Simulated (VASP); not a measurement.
Computed with PBE GGA, VASP's PBE PAW potentials (set 64) (plane waves; VASP 6.6.1).

The input files of a VASP run:

**POSCAR**
```
TePt
1
    4.0552670000     0.0000000000     0.0000000000
    0.0000000000     4.0552670000     0.0000000000
    0.0000000000     0.0000000000     7.1405430000
Pt Te
2 2
Direct
  0.0000000000   0.5000000000   0.0000000000
  0.5000000000   0.0000000000   0.5000000000
  0.0000000000   0.0000000000   0.2500000000
  0.0000000000   0.0000000000   0.7500000000
```

### INCAR
```
SYSTEM=TePt
PREC=Accurate; ENCUT=650; LREAL=.False.
LASPH=.True.
EDIFF=1E-6; NELM=100; ALGO=Normal
LMAXMIX=6
ISMEAR=0; SIGMA=0.05
GGA=PE
ISIF=2
LWAVE=.False.; LCHARG=.False.
```

**KPOINTS**
```
Automatic mesh
0
Gamma
5 5 3
0 0 0
```

POTCAR, in this order: Pt Te (PBE.64 set). Program: vasp_std.

Output of the run:

File OSZICAR:
```
       N       E                     dE             d eps       ncg     rms          rms(c)
DAV:   1     0.190401014394E+03    0.19040E+03   -0.15761E+04   480   0.165E+03
DAV:   2    -0.858743064065E+01   -0.19899E+03   -0.18750E+03   600   0.260E+02
DAV:   3    -0.194843621092E+02   -0.10897E+02   -0.10465E+02   608   0.571E+01
DAV:   4    -0.197621449020E+02   -0.27778E+00   -0.27713E+00   604   0.950E+00
DAV:   5    -0.197685645490E+02   -0.64196E-02   -0.64177E-02   556   0.151E+00    0.101E+01
DAV:   6    -0.194265819293E+02    0.34198E+00   -0.11842E+00   524   0.885E+00    0.579E+00
DAV:   7    -0.193351135127E+02    0.91468E-01   -0.24922E-01   528   0.396E+00    0.285E+00
DAV:   8    -0.193146808534E+02    0.20433E-01   -0.94177E-02   588   0.235E+00    0.584E-01
DAV:   9    -0.193143283760E+02    0.35248E-03   -0.37147E-03   528   0.419E-01    0.481E-01
DAV:  10    -0.193141667196E+02    0.16166E-03   -0.19653E-03   560   0.262E-01    0.421E-02
DAV:  11    -0.193141885545E+02   -0.21835E-04   -0.14407E-04   576   0.762E-02    0.367E-02
DAV:  12    -0.193141993701E+02   -0.10816E-04   -0.11195E-05   528   0.221E-02    0.243E-02
DAV:  13    -0.193142055950E+02   -0.62249E-05   -0.88292E-06   516   0.178E-02    0.431E-03
DAV:  14    -0.193142058650E+02   -0.26995E-06   -0.78313E-07   332   0.661E-03
   1 F= -.19314206E+02 E0= -.19313698E+02  d E =-.101520E-02
```

File OUTCAR:
```
------------------------ aborting loop because EDIFF is reached ----------------------------------------
  FORCE on cell =-STRESS in cart. coord.  units (eV):
  Direction    XX          YY          ZZ          XY          YZ          ZX
  --------------------------------------------------------------------------------------
  Total       -3.6442940     -3.6442940     -6.4290685      0.0000000      0.0000000      0.0000000
  in kB      -49.7226014    -49.7226014    -87.7179535      0.0000000      0.0000000      0.0000000
  external PRESSURE =     -62.3877187 kB  Pullay stress =       0.0000000 kB
  volume of cell :      117.43
      direct lattice vectors                 reciprocal lattice vectors
     4.055267000  0.000000000  0.000000000     0.246592888  0.000000000  0.000000000
     0.000000000  4.055267000  0.000000000     0.000000000  0.246592888  0.000000000
     0.000000000  0.000000000  7.140543000     0.000000000  0.000000000  0.140045372
 POSITION                                       TOTAL-FORCE (eV/Angst)
 -----------------------------------------------------------------------------------
      0.00000      2.02763      0.00000         0.000000      0.000000     -0.000000
      2.02763      0.00000      3.57027         0.000000      0.000000     -0.000000
      0.00000      0.00000      1.78514         0.000000      0.000000      0.000000
      0.00000      0.00000      5.35541        -0.000000     -0.000000      0.000000
 -----------------------------------------------------------------------------------
    total drift:                                0.000000      0.000000      0.000000
  FREE ENERGIE OF THE ION-ELECTRON SYSTEM (eV)
  ---------------------------------------------------
  free  energy   TOTEN  =       -19.3142058650 eV

  energy  without entropy=      -19.3131906602  energy(sigma->0) =      -19.31369826
```
(Selected blocks of OUTCAR.)

The structure was generated: TePt was put into the PtS type (P4_2/mmc), which need not be its known phase. The cell was not relaxed at this level. The k-mesh is coarse (spacing up to 0.31 per Å, 2π included), so the numbers may not be converged in it. The run is one of a series of settings (ENCUT = 650 against the base run), some of them coarse on purpose.
